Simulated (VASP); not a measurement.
VASP runs on Be₂C (antifluorite) share one base input (PBE GGA, plane waves, VASP's PBE PAW potentials (set 64)) and change the settings named in each case.

### INCAR
```
ALGO  =  Normal
EDIFF  =  1E-6
ENCUT  =  520
GGA  =  PE
ISIF  =  2
ISMEAR  =  0
LASPH  =  .True.
LCHARG  =  .False.
LREAL  =  .False.
LWAVE  =  .False.
NELM  =  100
PREC  =  Accurate
SIGMA  =  0.05
SYSTEM  =  Be2C
```

File KPOINTS:
```
Automatic mesh
0
Gamma
8 8 8
0 0 0
```

### POSCAR
```
Be2C
3.130220
  0.0000000000   0.7071068487   0.7071068487
  0.7071068487   0.0000000000   0.7071068487
  0.7071068487   0.7071068487   0.0000000000
Be C
2 1
direct
  0.2500000000   0.2500000000   0.2500000000
  0.7500000000   0.7500000000   0.7500000000
  0.0000000000   0.0000000000   0.0000000000
```

POTCAR, in this order: Be C (PBE.64 set). Program: vasp_std.

```csv
change,electronic steps
base run,12
"AMIX = 1.0, BMIX = 1.0, IMIX = 4",12
"AMIX = 1.0, BMIX = 1.0, IMIX = 1 (crashed)",48
"AMIX = 0.05, BMIX = 0.0001, IMIX = 1",77
"AMIX = 0.1, BMIX = 0.0001, IMIX = 1",43
"AMIX = 0.05, BMIX = 3.0, IMIX = 4",13
```

Left out are runs that ran out of time, are held back, or changed the cell or the kind of run, fixed moments of cells without a moment, rows past the twelfth, gaps on odd meshes, pressures of charged cells and columns that move by less than the noise.

The compound is Be2C in the antifluorite structure. The cell was not relaxed at this level.
